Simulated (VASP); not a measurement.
Input of a VASP 6.6.1 run:

INCAR

```
SYSTEM = MnPb7O8
ALGO = Fast
EDIFF = 1E-6
ENCUT = 520
GGA = PE
ISIF = 2
ISMEAR = 0
ISPIN = 2
LASPH = .True.
LCHARG = .False.
LDAU = .True.
LDAUJ = 0 0 0
LDAUL = -1 2 -1
LDAUPRINT = 1
LDAUTYPE = 2
LDAUU = 0 3.9 0
LMAXMIX = 4
LORBIT = 11
LREAL = Auto
LWAVE = .False.
MAGMOM = 0 0 0 0 0 0 0 4.5 0 0 0 0 0 0 0 0
NBANDS = 98
NELM = 150
PREC = Accurate
SIGMA = 0.02
```

Contents of KPOINTS:

```
k-points
0
Gamma
  2 2 2
  0 0 0
```

Contents of POSCAR:

```
MnPb7O8
1.0
    8.0078000000      0.0000000000      0.0000000000
    0.0000000000      8.0078000000      0.0000000000
    0.0000000000      0.0000000000      5.0712000000
Pb Mn O
7 1 8
Direct
    0.0000000000      0.2500000000      0.2336000000
    0.5000000000      0.2500000000      0.2336000000
    0.5000000000      0.7500000000      0.2336000000
    0.2500000000      0.0000000000      0.7664000000
    0.2500000000      0.5000000000      0.7664000000
    0.7500000000      0.0000000000      0.7664000000
    0.7500000000      0.5000000000      0.7664000000
    0.0000000000      0.7500000000      0.2336000000
    0.0000000000      0.0000000000      0.0000000000
    0.0000000000      0.5000000000      0.0000000000
    0.5000000000      0.0000000000      0.0000000000
    0.5000000000      0.5000000000      0.0000000000
    0.2500000000      0.2500000000      0.0000000000
    0.2500000000      0.7500000000      0.0000000000
    0.7500000000      0.2500000000      0.0000000000
    0.7500000000      0.7500000000      0.0000000000
```

Potentials or basis: VASP PAW PBE potentials, release 64 (Pb_d, Mn_pv, O).

Launch:

```bash
$ cat potpaw_PBE.64/Pb_d/POTCAR potpaw_PBE.64/Mn_pv/POTCAR potpaw_PBE.64/O/POTCAR > POTCAR
$ mpirun -np 1 vasp_std > vasp.out
```

(1) Estimate the band gap on the k mesh.

(2) Predict the net moment.

Answers

(1) 0.91 eV, indirect (least direct gap 1.10 eV).

(2) 5.00 μB per cell.

Caveat: the k mesh is coarse (spacing up to 0.62 Å⁻¹), so the values aren't converged; spin-orbit coupling is left out, which as a rule narrows the gap of such compounds by several tenths of an eV.
